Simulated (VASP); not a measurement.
These are r2SCAN meta-GGA, VASP's PBE PAW potentials (set 64) (plane waves; VASP) values and carry that method's errors.

VASP ran on this input.

### INCAR
```
METAGGA = R2SCAN
ISMEAR = 1
NELM = 100   ! most electronic steps
SIGMA = 0.1
PREC = Accurate
ALGO = Normal
LMAXMIX = 4
ENCUT = 400
ISIF = 2
LWAVE = .FALSE.
EDIFF = 1E-6
LASPH = .TRUE.   ! aspherical one-centre terms
LCHARG = .FALSE.
LMIXTAU = .TRUE.
LREAL = .FALSE.
SYSTEM = Cs
```

### KPOINTS
```
Automatic mesh
0
Gamma
8 8 8
0 0 0
```

### POSCAR
```
Cs
1
   -3.1110000000     3.1110000000     3.1110000000
    3.1110000000    -3.1110000000     3.1110000000
    3.1110000000     3.1110000000    -3.1110000000
Cs
1
Direct
  0.0000000000   0.0000000000   0.0000000000
```

POTCAR, in this order: Cs_sv (PBE.64 set). Program: vasp_std.

What will the output report for the number of irreducible k-points (NKPTS), number of bands (NBANDS), largest plane-wave count, number of space-group operations, FFT grid (NGX, NGY, NGZ)?

```
Quantity                                      Result
--------------------------------------  ------------
number of irreducible k-points (NKPTS)            29
number of bands (NBANDS)                           8
largest plane-wave count                        2214
number of space-group operations                  48
FFT grid (NGX, NGY, NGZ)                36 × 36 × 36
```

The compound is Cs in the bcc structure. The cell was not relaxed at this level. The run is one of a series of settings (GGA removed, LMIXTAU = .TRUE., METAGGA = R2SCAN against the base run), some of them coarse on purpose.
